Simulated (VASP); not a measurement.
Computed with r2SCAN+rVV10, VASP's PBE PAW potentials (set 64) (plane waves; VASP 6.6.1).

A VASP calculation is set up with these files.

INCAR:
```
ENCUT  =  520   # plane-wave cut-off (eV)
LUSE_VDW  =  .TRUE.
ISIF  =  2
NELM  =  100   # most electronic steps
ALGO  =  Normal
LCHARG  =  .FALSE.
LMIXTAU  =  .TRUE.
LASPH  =  .TRUE.   # aspherical one-centre terms
METAGGA  =  R2SCAN
NEDOS  =  601   # DOS grid
PREC  =  Accurate
LMAXMIX  =  4
LWAVE  =  .FALSE.
ISMEAR  =  -5   # tetrahedra, Bloechl
EDIFF  =  1E-7   # SCF stop (eV)
BPARAM  =  11.95
LREAL  =  .FALSE.   # projection in real space or not
CPARAM  =  0.0093
SYSTEM  =  ZrC
LORBIT  =  11   # lm-projected
```

**KPOINTS_OPT**
```
k-points along high-symmetry lines
10
Line-mode
Reciprocal
  0.000000   0.000000   0.000000 ! GAMMA
  0.500000   0.000000   0.500000 ! X

  0.500000   0.000000   0.500000 ! X
  0.625000   0.250000   0.625000 ! U

  0.375000   0.375000   0.750000 ! K
  0.000000   0.000000   0.000000 ! GAMMA

  0.000000   0.000000   0.000000 ! GAMMA
  0.500000   0.500000   0.500000 ! L

  0.500000   0.500000   0.500000 ! L
  0.500000   0.250000   0.750000 ! W

  0.500000   0.250000   0.750000 ! W
  0.500000   0.000000   0.500000 ! X
```

**KPOINTS**
```
K-points
0
G
15 15 15
0 0 0
```

**POSCAR**
```
ZrC
1
    0.0000000000     2.3531648484     2.3531648484
    2.3531648484     0.0000000000     2.3531648484
    2.3531648484     2.3531648484     0.0000000000
Zr C
1 1
Direct
  0.0000000000   0.0000000000   0.0000000000
  0.5000000000   0.5000000000   0.5000000000
```

POTCAR, in this order: Zr_sv C (PBE.64 set). Program: vasp_std.

Problem. Estimate the energy per atom (σ→0), band gap (over mesh and band path).

Solution. 
```yaml
energy per atom (σ→0): -17.244 eV/atom
band gap (over mesh and band path): none (metal, semimetal or under 0.01 eV)
```

File OSZICAR:
```
...
DAV:  23    -0.344885496796E+02   -0.48167E-05   -0.15276E-06  3116   0.153E-02    0.989E-03
DAV:  24    -0.344885471678E+02    0.25117E-05   -0.28210E-07  2616   0.733E-03    0.389E-03
DAV:  25    -0.344885484177E+02   -0.12499E-05   -0.76230E-08  1480   0.319E-03    0.134E-03
DAV:  26    -0.344885480641E+02    0.35363E-06   -0.40700E-08  1484   0.246E-03    0.246E-04
DAV:  27    -0.344885482591E+02   -0.19494E-06   -0.16657E-08  1480   0.111E-03    0.188E-04
DAV:  28    -0.344885482792E+02   -0.20162E-07   -0.93145E-09  1468   0.770E-04
   1 F= -.34488548E+02 E0= -.34488548E+02  d E =0.000000E+00
       N       E                     dE             ncg
```

The compound is ZrC in the rock salt structure. It was relaxed first.
